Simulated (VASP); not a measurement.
Method: PBE GGA with D3 dispersion (Becke-Johnson damping), VASP's PBE PAW potentials (set 64) (plane waves; VASP).

VASP input:

### KPOINTS
```
Automatic mesh
0
Gamma
6 6 6
0 0 0
```

### POSCAR
```
KBr
1.0
  0.0000000000   3.3000000000   3.3000000000
  3.3000000000   0.0000000000   3.3000000000
  3.3000000000   3.3000000000   0.0000000000
K Br
1 1
Cart
  0.0000000000   0.0000000000   0.0000000000
  3.3000000000   3.3000000000   3.3000000000
```

**INCAR**
```
SYSTEM = KBr
PREC = Accurate; ENCUT = 520; LREAL = F
LASPH = T
EDIFF = 1E-6; NELM = 100; ALGO = Normal
LMAXMIX = 4
ISMEAR = 0; SIGMA = 0.05
GGA = PE; IVDW = 12
IBRION = 2; NSW = 60; ISIF = 3
EDIFFG = -0.01
LWAVE = F; LCHARG = F
```

POTCAR, in this order: K_sv Br (PBE.64 set). Program: vasp_std.

### Question
What will the output report for the number of irreducible k-points (NKPTS), largest plane-wave count, number of space-group operations, FFT grid (NGX, NGY, NGZ)?

### Answer

| Quantity | Value |
|---|---|
| number of irreducible k-points (NKPTS) | 16 |
| largest plane-wave count | 1964 |
| number of space-group operations | 48 |
| FFT grid (NGX, NGY, NGZ) | 36 × 36 × 36 |

The compound is KBr in the rock salt structure. This run relaxes it. Symmetry was kept, so distortions that lower it aren't found.
